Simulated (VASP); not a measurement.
Given:

```
CoSi2
1.0
    0.00000     2.68653     2.68653
    2.68653     0.00000     2.68653
    2.68653     2.68653     0.00000
Co Si
1 2
Direct
  0.00000   0.00000   0.00000
  0.25000   0.25000   0.25000
  0.75000   0.75000   0.75000
```

Level of theory: optB88-vdW, VASP's PBE PAW potentials (set 64) (plane waves; VASP). Run with 520 eV cut-off, 11×11×11 Γ-centred mesh, tetrahedra with Blöchl corrections, potentials Co Si.

Problem. Predict the energy per atom (σ→0), band gap (on the k-mesh) with the smallest direct gap where there is one.

Solution. 
```json
{
 "band gap (on the k-mesh)": "none (metal, semimetal or under 0.01 eV)",
 "energy per atom (σ→0)": "-4.616 eV/atom"
}
```

Only differences to runs with the same potentials and settings are physical.

The compound is CoSi2 in the fluorite structure. It was relaxed first. The run is not spin-polarised, so no magnetic state was tried. The electron count is odd and the run is not spin-polarised, which forces a metal.
